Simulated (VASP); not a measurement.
Level of theory: AM05 GGA, VASP's PBE PAW potentials (set 64) (plane waves; VASP).

The input files of a VASP run:

INCAR:
```
ALGO  =  Normal
EDIFF  =  1E-7
ENCUT  =  520
GGA  =  AM
ISIF  =  2
ISMEAR  =  1
LASPH  =  T
LCHARG  =  F
LMAXMIX  =  4
LREAL  =  F
LWAVE  =  F
NELM  =  100
PREC  =  Accurate
SIGMA  =  0.1
SYSTEM  =  CoGa
```

KPOINTS:
```
kpoints
0
G
13 13 13
0 0 0
```

### POSCAR
```
CoGa
1
    2.8922796113     0.0000000000     0.0000000000
    0.0000000000     2.8922796113     0.0000000000
    0.0000000000     0.0000000000     2.8922796113
Ga Co
1 1
Direct
  0.5000000000   0.5000000000   0.5000000000
  0.0000000000   0.0000000000   0.0000000000
```

POTCAR, in this order: Ga_d Co (PBE.64 set). Program: vasp_std.

Problem. What does the run give for the energy per atom (σ→0), pressure, band gap (on the k-mesh)?

Solution. 
energy per atom (σ→0): -5.646 eV/atom
band gap (on the k-mesh): none (metal, semimetal or under 0.01 eV)
pressure: -10.20 GPa

OSZICAR:
```
...
DAV:   7    -0.113127299430E+02    0.25568E+01   -0.11660E+01  2618   0.519E+01    0.161E+00
DAV:   8    -0.112992070862E+02    0.13523E-01   -0.30511E-01  2905   0.595E+00    0.698E-01
DAV:   9    -0.112912873505E+02    0.79197E-02   -0.24409E-02  3454   0.236E+00    0.157E-01
DAV:  10    -0.112908323531E+02    0.45500E-03   -0.77600E-04  3484   0.427E-01    0.716E-02
DAV:  11    -0.112908061799E+02    0.26173E-04   -0.83443E-05  3686   0.157E-01    0.139E-02
DAV:  12    -0.112908057813E+02    0.39861E-06   -0.36782E-06  3044   0.323E-02    0.319E-03
DAV:  13    -0.112908057611E+02    0.20197E-07   -0.37874E-07  3028   0.823E-03
   1 F= -.11290806E+02 E0= -.11291098E+02  d E =0.877341E-03
```

The compound is CoGa in the CsCl type structure. This cell is one point of a volume scan, at 1.06 of the reference volume. The run is not spin-polarised, so no magnetic state was tried.
